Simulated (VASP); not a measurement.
A cell of Zr (hcp) near equilibrium:

```
Zr
1.0
    1.62197    -2.80933     0.00000
    1.62197     2.80933     0.00000
    0.00000     0.00000     5.15056
Zr
2
Cartesian
  1.62197   0.93645   1.28764
  1.62197  -0.93645   3.86292
```

Computed with r2SCAN meta-GGA, VASP's PBE PAW potentials (set 64) (plane waves; VASP).

```json
[
 {"run": "as it is", "ΔE (meV/atom)": "0.0", "σxx": "0.15", "σyy": "0.15", "σzz": "0.14", "largest shear component, with its sign (GPa)": "0.00", "largest force (eV/Å)": "0.000"},
 {"run": "after one change", "ΔE (meV/atom)": "7.2", "σxx": "3.20", "σyy": "3.20", "σzz": "3.25", "largest shear component, with its sign (GPa)": "0.00", "largest force (eV/Å)": "0.000"}
]
```
Stress is in GPa, positive when the cell is compressed.

Name the change that produced these shifts.
(A) uniaxial strain of +3.0 % along z
(B) atom 1 (Zr) moved by -0.100 Å along z
(C) uniaxial strain of -1.5 % along z
(D) isotropic strain of -1.0 %

D, isotropic strain of -1.0 %

The compound is Zr in the hcp structure.
